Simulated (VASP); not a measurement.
An input for Ansatz (written as the equivalent of a VASP run, and not itself run):

Ansatz 0.2 input:
```yaml
crystal:
  lattice:
    - [2.9743180, 0.0000000, 0.0000000]
    - [0.0000000, 2.9743180, 0.0000000]
    - [0.0000000, 0.0000000, 2.9743180]
  atoms:
    - { symbol: Ge, position: [0.0000000, 0.0000000, 0.0000000] }
    - { symbol: Si, position: [0.5000000, 0.5000000, 0.5000000] }
kpoints:
  mp_grid: { grid: [11, 11, 11] }
hamiltonian:
  xc: r2scan
  pseudopotentials: { kind: paw }
scf:
  occupations: { method: methfessel_paxton, width: 0.1 }
  max_iter: 100
relax:
  max_steps: 60
  f_tol: 0.01
  cell: {}
output: { forces: true, stress: true, eigenvalues: true }
```

Problem. Translate this input to VASP (INCAR, KPOINTS, POSCAR, choice of POTCAR).

Solution. This is not unique; one that fits is 
### KPOINTS
```
Automatic
0
G
11 11 11
0 0 0
```

**INCAR**
```
# general
SYSTEM =SiGe
PREC   =Accurate
ENCUT  =400
LREAL  =.FALSE.
LASPH  =.TRUE.

# electronic loop
EDIFF  =1E-6
NELM   =100
ALGO   =Normal
LMAXMIX=4
LMIXTAU=.TRUE.

# smearing
ISMEAR =1
SIGMA  =0.1

# functional
METAGGA=R2SCAN

# ions
IBRION =2
NSW    =60
ISIF   =3
EDIFFG =-0.01

# output
LWAVE  =.FALSE.
LCHARG =.FALSE.
```

### POSCAR
```
SiGe
1
    2.9743180000     0.0000000000     0.0000000000
    0.0000000000     2.9743180000     0.0000000000
    0.0000000000     0.0000000000     2.9743180000
Ge Si
1 1
Direct
  0.0000000000   0.0000000000   0.0000000000
  0.5000000000   0.5000000000   0.5000000000
```

POTCAR, in this order: Ge_d Si (PBE.64 set). Program: vasp_std.

What does not carry over: each code has its own PAW files, so the cut-off isn't converted (ENCUT is set for VASP's; basis.ecutwfc is left out, and Ansatz then takes the one that its files recommend); Ansatz stops its SCF on the density residual and VASP on the energy change (EDIFF).

The structure was generated: SiGe was put into the CsCl type (Pm-3m), which need not be its known phase. This run relaxes it. Symmetry was kept, so distortions that lower it aren't found.
